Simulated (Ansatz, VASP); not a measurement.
# InGaAs2: VASP beside Ansatz, part 2 of 2

Aim: how closely do two programs agree when they are given the same cell, functional and k mesh? The cell is taken from a series of runs on this material, whose earlier steps may have relaxed, scaled, displaced or heated it; both programs get it as it stands.

VASP 6.6.1 and Ansatz 0.2.0.

So far: Set-up; VASP: relaxation of cell and atoms, PBEsol.

## Step 3: Ansatz: relaxation of cell and atoms, PBEsol

Level of this step: Ansatz beside VASP: Kohn-Sham DFT, plane waves, PBEsol (Ansatz).

Ansatz runs on its default PAW (the set named soft_2) files.

The same cell, functional, mesh and smearing now go to Ansatz, which takes its cutoff from its data sets.

File input.yaml:

```yaml
crystal:
  lattice:
    - [4.1440539322, 0.0, 0.0]
    - [0.0, 4.1440539322, 0.0]
    - [0.0, 0.0, 5.9045399641]
  atoms:
    - { symbol: In, position: [0.0, 0.0, 0.5] }
    - { symbol: Ga, position: [0.5, 0.5, 0.0] }
    - { symbol: As, position: [0.5, 0.0, 0.7697168836] }
    - { symbol: As, position: [0.0, 0.5, 0.2302831164] }
kpoints:
  mp_grid: { grid: [12, 12, 6] }
hamiltonian:
  xc: pbesol
scf:
  occupations: { method: methfessel_paxton, width: 0.15 }
output:
  forces: true
  stress: true
  eigenvalues: true
relax:
  adjacent_minimum: "off"
  f_tol: 0.001
  max_steps: 60
  cell: { stress_tol: 0.01 }
```

Command:

```sh
$ ansatz run input.yaml --threads 2 --pin off --max-ram 5120MiB --backend cpu --events-out ev --progress --plain --runs-dir out
```

Numbers of over 12 decimals in the logs are rounded to 6 here.

The program printed:

```text
Engine: ansatz 0.2.0, x86_64-unknown-linux-gnu
Pseudopotentials: kind: paw
Pseudopotential: In, paw, valence charge 13, recommended cutoff 420 eV (normal), In.paw.azcp
Pseudopotential: Ga, paw, valence charge 13, recommended cutoff 420 eV (normal), Ga.paw.azcp
Pseudopotential: As, paw, valence charge 15, recommended cutoff 420 eV (normal), As.paw.azcp
Functional definition: PBEsol
  exchange = pbesol_x
  correlation = pbesol_c
Crystal: 4 atoms, lattice volume = 101.400 Å³
Basis set: ecut = 420 eV, 1955 PW (Γ), exchange–correlation on 60×60×80 points (8 copies of the dense FFT grid, shifted against one another)
Bands: 34, of which v1, the nominal top of the filled ones, is band 28 counted from 1 (27 counted from 0)
Symmetry: 8 space group operations
Space group: P-4m2 (ITA 115), of the structure as read, at distance tolerance 4.7e-5 Å
k-points: 112 of 864 (time reversal used)
Non-local potential: In, projectors of the file, l = 0: 2, l = 1: 2, l = 2: 2, l = 3: 2
Non-local potential: Ga, projectors of the file, l = 0: 2, l = 1: 2, l = 2: 3, l = 3: 1
Non-local potential: As, projectors of the file, l = 0: 2, l = 1: 2, l = 2: 3, l = 3: 1
PAW form: soft (Blöchl's): semilocal exchange-correlation on the pseudo side does not see the compensation charge
PAW frozen core: In, regenerated for the run's functional, and the local potential with it (the file was generated under x = pbe(κ = 0.804, μ = 0.219515), c = pbe(β = 0.066725))
PAW frozen core: Ga, regenerated for the run's functional, and the local potential with it (the file was generated under x = pbe(κ = 0.804, μ = 0.219515), c = pbe(β = 0.066725))
PAW frozen core: As, regenerated for the run's functional, and the local potential with it (the file was generated under x = pbe(κ = 0.804, μ = 0.219515), c = pbe(β = 0.066725))
PAW one-centre angular grid: In, 590 points (default); XC on 64 Gauss nodes
PAW one-centre angular grid: Ga, 590 points (default); XC on 64 Gauss nodes
PAW one-centre angular grid: As, 590 points (default); XC on 64 Gauss nodes
Initial density: superposition of atomic densities (neutral atoms: chi_scale 0, normalization atom), corrected by the library's trained network
Initial wavefunctions: pseudopotential atomic-orbital guess
Functional: x = pbesol(κ = 0.804, μ = 0.123457), c = pbesol(β = 0.046)
SCF iter   1: F=—  HF=-18895.619288 eV  |F-HF|=—  |Δ(HF+E_count)|=         —  Δρ=3.90e-3  dr2=2.56e-2  ethr=1.77e-3  ⟨swp⟩=5.8  Hψ=15063  notcnv=0
preconditioner: auto → Resta (q_TF=auto, 2.471 Å⁻¹)  ε∞=3.4  [insulator: Δε(μ)=0.507 eV  Ē_g=14.172 eV  σ=0.150 eV  W_gap=0.65  n_scr=28 (ndim 8)  ℏωp=22.1 eV  f_vac=0.095  D(μ)=0.06/eV (n_scr^D=0)  ε∞_Penn≈3.4]
SCF iter   2: F=—  HF=-18895.610070 eV  |F-HF|=—  |Δ(HF+E_count)|=   9.22e-3  S|Δr|=    0.00e0  Δρ=1.89e-3  dr2=5.49e-3  ethr=4.56e-5  ⟨swp⟩=2.0  Hψ=7610  notcnv=0
SCF iter   3: F=—  HF=-18895.609017 eV  |F-HF|=—  |Δ(HF+E_count)|=   1.05e-3  S|Δr|=    0.00e0  Δρ=5.58e-4  dr2=4.93e-4  ethr=9.81e-6  ⟨swp⟩=2.2  Hψ=5603  notcnv=0
SCF iter   4: F=—  HF=-18895.609025 eV  |F-HF|=—  |Δ(HF+E_count)|=   8.16e-6  S|Δr|=    0.00e0  Δρ=2.60e-4  dr2=1.06e-4  ethr=8.80e-7  ⟨swp⟩=2.0  Hψ=5652  notcnv=0
SCF iter   5: F=—  HF=-18895.609058 eV  |F-HF|=—  |Δ(HF+E_count)|=   3.29e-5  S|Δr|=    0.00e0  Δρ=1.24e-4  dr2=1.84e-5  ethr=1.90e-7  ⟨swp⟩=2.0  Hψ=5616  notcnv=0
SCF iter   6: F=—  HF=-18895.609068 eV  |F-HF|=—  |Δ(HF+E_count)|=   9.46e-6  S|Δr|=    0.00e0  Δρ=3.27e-5  dr2=1.06e-6  ethr=3.29e-8  ⟨swp⟩=2.0  Hψ=5633  notcnv=0
SCF iter   7: F=-18895.609070 eV  HF=-18895.609070 eV  |F-HF|=6.93e-8  |Δ(HF+E_count)|=   1.79e-6  S|Δr|=    0.00e0  Δρ=9.42e-6  dr2=6.94e-8  ethr=1.79e-10  ⟨swp⟩=7.4  Hψ=19291  notcnv=0
SCF 1 converged in 7 iterations: F = -18895.609070 eV  dr2 = 6.94e-8
  greatest PAW one-centre occupation: 0.999 electrons in one spin orbital (limit 2), on the As atom at site 3 (counted from 0), in its partial waves of l = 2
relax step   1: F+E_penalty+E_count = -18895.60906968 eV  Δ(F+E_penalty+E_count) = +0.000e0 eV  max|allowed force component| = 1.542e-3 eV/Å  Δτ_max = 0.0000 Å  P = -0.026 GPa  Ω = 101.400 Å³  (7 SCF iters, dr2 threshold 1.00e-7 eV, accepted)
[...]
relax step   2: F+E_penalty+E_count = -18895.60908547 eV  Δ(F+E_penalty+E_count) = -1.580e-5 eV  max|allowed force component| = 1.383e-3 eV/Å  Δτ_max = 0.0000 Å  P = +0.002 GPa  Ω = 101.354 Å³  energy of the carried Pulay correction = +8.677e-6 eV  (4 SCF iters, dr2 threshold 3.07e-9 eV, accepted)
[...]
relax step   3: F+E_penalty+E_count = -18895.60908521 eV  Δ(F+E_penalty+E_count) = +2.619e-7 eV  max|allowed force component| = 5.214e-4 eV/Å  Δτ_max = 0.0002 Å  P = -0.000 GPa  Ω = 101.356 Å³  energy of the carried Pulay correction = +8.238e-6 eV  (4 SCF iters, dr2 threshold 1.20e-10 eV, accepted)
[...]
relax step   4: F+E_penalty+E_count = -18895.60907953 eV  Δ(F+E_penalty+E_count) = +5.687e-6 eV  max|allowed force component| = 5.183e-4 eV/Å  Δτ_max = 0.0000 Å  P = -0.000 GPa  Ω = 101.356 Å³  stress off target by 3.58e-4 GPa  SCF on the basis re-selected at this cell (its energy is not comparable with the rows above)  (5 SCF iters)
basis re-selected at this cell: Δ(F+E_penalty+E_count) = +5.687e-6 eV, ΔP = -0.000 GPa vs the last step (what re-selecting the basis moved, of the pressure what is left beyond the Pulay correction that the steps carried, after the strain that the cell walked since its last selection, with what the two solves' SCF thresholds leave and, on support functions, any second-order correction that the steps lacked; it is no m [...]
SCF converged after 5 iterations
Stability not checked: this state was not tested for a lower state beside it, because cold or Methfessel-Paxton smearing, or corrected tetrahedra, fill the levels in a way that the test cannot read (fill_not_monotonic; see scf.lower_state_search)
Free energy (F): -18895.609080 eV
Harris-Foulkes:  -18895.609080 eV  (|F-HF|=1.09e-11)
Internal energy: -18895.609319 eV  (E = F + TS)
E sigma→0 (E₀):  -18895.609139 eV
Entropy (-TS):   0.000240 eV (0.060 meV/atom)
Fermi energy:    7.822857 eV
Step filling:    the computed levels leave a gap of 0.0000 eV = 0.0 smearing widths at the electron count; against every level under it full and every level over it empty, smearing changes F+E_penalty+E_count by -0.016 meV and its σ→0 estimate by -0.076 meV
--- Per-component energies (eV) ---
  E_band       = -638.402666
  E_kinetic    = 565.994280
  E_local      = -7265.308681  (includes V_loc(G=0)·N_el)
  E_nonlocal   = -542.020372
  E_hartree    = 3586.303311
  E_xc         = -438.966257
  E_vxc        = -316.036309  (∫ρ·V_xc dr)
  E_paw        = -9620.566034  (= ΣΔE_a)
  E_vpaw       = -253.638118  (= ΣTr[D̂ρ^β])
  E_aug_tail   = -0.000077  (compensation charges beyond the density's cutoff)
  E_ewald      = -5184.077227
  E_core_change = 3.031738  (= ΣΔE_core)
  E_smearing   = 0.000240  (= −TS)
  E_closure    = 0.000000  (closes the sum)
  Σ components = -18895.609080   (vs F -18895.609080, Δ=0.00e0)
--- Forces (eV/Å), atoms counted from 1 ---
  atom   1  In    -0.00000000     0.00000000    -0.00000000
  atom   2  Ga     0.00000000     0.00000000    -0.00000000
  atom   3  As     0.00000000     0.00000000    -0.00051833
  atom   4  As     0.00000000     0.00000000     0.00051833
  max |Σ_I F_I| component: 1.02e-16 eV/Å
--- Stress (GPa, compression-positive) ---
       -0.000358       0.000000      -0.000000
        0.000000      -0.000358      -0.000000
       -0.000000       0.000000      -0.000228
  P = ⅓ Tr σ = -0.0003 GPa (-0.003 kbar)
--- Band table (eV; the first three rows and the last of 112) ---
  k-point 0: bands = [... 24 lower, 5.2420, 7.6089, 7.6191, 7.7960, 7.7960, 9.2676, 9.5816, 11.5570, ... 2 higher]
  k-point 1: bands = [... 24 lower, 5.3433, 6.3101, 7.5144, 7.5144, 8.8382, 9.2466, 9.8898, 11.2536, ... 2 higher]
  k-point 2: bands = [... 24 lower, 5.6242, 5.6242, 6.9408, 6.9408, 9.3808, 9.6779, 10.4851, 10.8105, ... 2 higher]
  k-point 111: bands = [... 24 lower, 4.4800, 4.5877, 4.6754, 4.6754, 11.9985, 12.0729, 12.1348, 12.1348, ... 2 higher]
--- Relaxed structure (3 steps of the walk, 3 accepted, 1 SCFs on fresh bases) ---
  F+E_penalty+E_count = -18895.60907953 eV   max|allowed force component| = 5.183e-4 eV/Å   (the final SCF, on the basis selected at the relaxed cell)
  cell:  # Å, volume = 101.3564 Å³
    - [4.142616, 0.0, 0]
    - [0.0, 4.142616, 0.0]
    - [0, 0.0, 5.906117]
  atoms:
    - { symbol: In, position: [0, 0.0, 0.500000] }
    - { symbol: Ga, position: [0.5, 0.5, 0.0] }
    - { symbol: As, position: [0.5, 0.0, 0.769750] }
    - { symbol: As, position: [0, 0.5, 0.230250] }
```

In the SCF lines HF is the Harris–Foulkes energy and dr2 the Hartree energy of the density residual, in eV; the loop may stop once dr2 is under the threshold and the program's other checks hold. Hψ counts applications of the Hamiltonian.

## Step 4: Comparison

Known differences besides the potentials themselves: the data sets hold 56 valence electrons in Ansatz (on its default PAW (the set named soft_2) files) and 36 in VASP; the cutoff is 420 eV in Ansatz and 500 eV in VASP; Ansatz makes its cores anew for this functional, VASP keeps those of its PBE data sets; Ansatz adds a Pulay correction to the stress that steers its cell, VASP none. Total energies have different zeros and are not compared.

Compared:

| quantity | Ansatz | VASP | difference |
| --- | --- | --- | --- |
| volume (Å³) | 101.36 | 101.55 | -0.19 % |
| edge a after relaxation, in the typed setting (Å) | 4.143 | 4.146 | -0.08 % |
| edge c after relaxation, in the typed setting (Å) | 5.906 | 5.908 | -0.04 % |

## Step 5: Results

```
difference in volume (relaxation of cell and atoms, PBEsol) : -0.19 %
```

The difference in volume is -0.19 % (relaxation of cell and atoms, PBEsol), within the 1.2 % picked in this series as the mark of a large difference, as far as the stopping tolerances let one tell. The data sets hold unlike numbers of valence electrons (56 in Ansatz and 36 in VASP), so part of the differences comes from the potentials. Such differences can come from data sets, numerical settings and the points named under the comparisons, not from the functional's error against experiment.

[Lines on the potential files, build, host, timing and source positions are cut from VASP's logs without a mark.]

[Logs are printed without paths, hosts, clocks, repeated set-up lines and the standing remarks that a program may print on its own settings, such as how far it seeks lower states.]

[Hosts, paths, dates, database ids (printed as entryN), source tags and the programs' standing remarks are cut or masked in the printed files.]
